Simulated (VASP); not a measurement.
Computed with PW91 GGA, VASP's PBE PAW potentials (set 64) (plane waves; VASP 6.6.1).

Input for VASP

POSCAR:
```
HgTe
1
    0.0000000000     3.3936467829     3.3936467829
    3.3936467829     0.0000000000     3.3936467829
    3.3936467829     3.3936467829     0.0000000000
Hg Te
1 1
Direct
  0.0000000000   0.0000000000   0.0000000000
  0.2500000000   0.2500000000   0.2500000000
```

### INCAR
```
ALGO = Normal
EDIFF = 1E-7
ENCUT = 520
GGA = 91
ISIF = 2
ISMEAR = 1
LASPH = T
LCHARG = F
LMAXMIX = 6
LREAL = F
LWAVE = F
NELM = 100
PREC = Accurate
SIGMA = 0.1
SYSTEM = HgTe
```

File KPOINTS:
```
Automatic mesh
0
Gamma
10 10 10
0 0 0
```

POTCAR, in this order: Hg Te (PBE.64 set). Program: vasp_std.

Unless said otherwise, spin-orbit coupling is left out, though it shifts the bands of the heavy elements here.

What does the run give for the energy per atom (σ→0), pressure, band gap (on the k-mesh)?

```json
{
 "energy per atom (σ→0)": "-1.844 eV/atom",
 "band gap (on the k-mesh)": "none (metal, semimetal or under 0.01 eV)",
 "pressure": "-17.4 kbar"
}
```

File OSZICAR:
```
...
DAV:   7    -0.368935557510E+01    0.38817E-02   -0.10044E-01  1362   0.239E+00    0.204E+00
DAV:   8    -0.368857946857E+01    0.77611E-03   -0.76781E-03  1272   0.114E+00    0.555E-01
DAV:   9    -0.368852552550E+01    0.53943E-04   -0.97100E-04  1462   0.348E-01    0.767E-02
DAV:  10    -0.368856138521E+01   -0.35860E-04   -0.10037E-04  1348   0.101E-01    0.541E-02
DAV:  11    -0.368857697381E+01   -0.15589E-04   -0.26196E-05  1272   0.383E-02    0.143E-02
DAV:  12    -0.368857709064E+01   -0.11683E-06   -0.31101E-06  1457   0.130E-02    0.601E-03
DAV:  13    -0.368857705396E+01    0.36680E-07   -0.29904E-07  1282   0.474E-03
   1 F= -.36885771E+01 E0= -.36886381E+01  d E =0.183030E-03
```

The compound is HgTe in the zinc blende structure. This cell is one point of a volume scan, at 1.06 of the reference volume.
